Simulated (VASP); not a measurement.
Given:

```yaml
crystal:
  lattice:
    - [0.00000, 3.23850, 3.23850]
    - [3.23850, 0.00000, 3.23850]
    - [3.23850, 3.23850, 0.00000]
  atoms:
    - { symbol: Mg, position: [0.25000, 0.25000, 0.25000] }
    - { symbol: Mg, position: [0.75000, 0.75000, 0.75000] }
    - { symbol: Si, position: [0.00000, 0.00000, 0.00000] }
```

Calculation: PBE GGA, VASP's PBE PAW potentials (set 64) (plane waves; VASP). Numerical set-up: 400 eV cut-off, 6×6×6 Γ-centred mesh, Fermi-Dirac smearing of 0.50 eV, potentials Mg Si.

Problem. Estimate the energy per atom (σ→0), pressure, band gap (on the k-mesh) with the smallest direct gap where there is one.

Solution. 
```
Item                                         Result
-----------------------------------  --------------
band gap (on the k-mesh)                    0.34 eV
smallest direct gap (on the k-mesh)         1.54 eV
energy per atom (σ→0)                -2.923 eV/atom
pressure                                  -1.87 GPa
```

The compound is Mg2Si in the antifluorite structure. The cell was not relaxed at this level. The run is one of a series of settings (ISMEAR = -1, SIGMA = 0.5 against the base run), some of them coarse on purpose.
